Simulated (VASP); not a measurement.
A run of VASP 6.6.1:

The input POSCAR:

```
MgBe
1.0
    2.3995486400      0.0000000000      0.0000000000
   -1.1997743200      2.0780700800      0.0000000000
    0.0000000000      0.0000000000      4.9009135800
Mg Be
1 1
Direct
    0.0000000000      0.0000000000      0.0433479700
    0.0000000000      0.0000000000      0.5905093500
```

Contents of INCAR.step1:

```
PREC = Accurate ; ENCUT = 520
EDIFF = 1E-5 ; ISMEAR = 1
SIGMA = 0.1 ; LREAL = F
LASPH = T ; NELM = 60
ALGO = Normal ; ISIF = 2
LWAVE = T ; GGA = PE
```

The input INCAR.step2:

```
PREC = Accurate ; ENCUT = 520
EDIFF = 1E-6 ; ISMEAR = 1
SIGMA = 0.1 ; LREAL = F
LASPH = T ; NELM = 60
ALGO = Normal ; ISIF = 2
LWAVE = F ; LCHARG = T
GGA = PE ; LHFCALC = T
AEXX = 0.25 ; PRECFOCK = Fast
IVDW = 1 ; LORBIT = 11
LELF = T ; LVHAR = T
ISTART = 1
```

KPOINTS

```
Automatic mesh
0
Gamma
  7 7 3
```

Potentials or basis: VASP PAW PBE potentials, release 64 (Mg_pv, Be_sv).

Run with:

```sh
$ cat potpaw_PBE.64/Mg_pv/POTCAR potpaw_PBE.64/Be_sv/POTCAR > POTCAR
$ cp INCAR.step1 INCAR
$ mpirun -np 1 vasp_std > vasp.out
$ cp INCAR.step2 INCAR
$ mpirun -np 1 vasp_std > vasp.out
```

Hardware: 1 thread of Intel(R) Xeon(R) Platinum 8259CL CPU @ 2.50GHz (Skylake/Cascade Lake), on a shared host.

Q: Estimate the wall time of this run.

A: Run time: 3.1 min on 1 thread of Intel(R) Xeon(R) Platinum 8259CL CPU @ 2.50GHz (Skylake/Cascade Lake) (shared host), peak memory 0.13 GiB. Counts: scf iterations 8, k points 16.
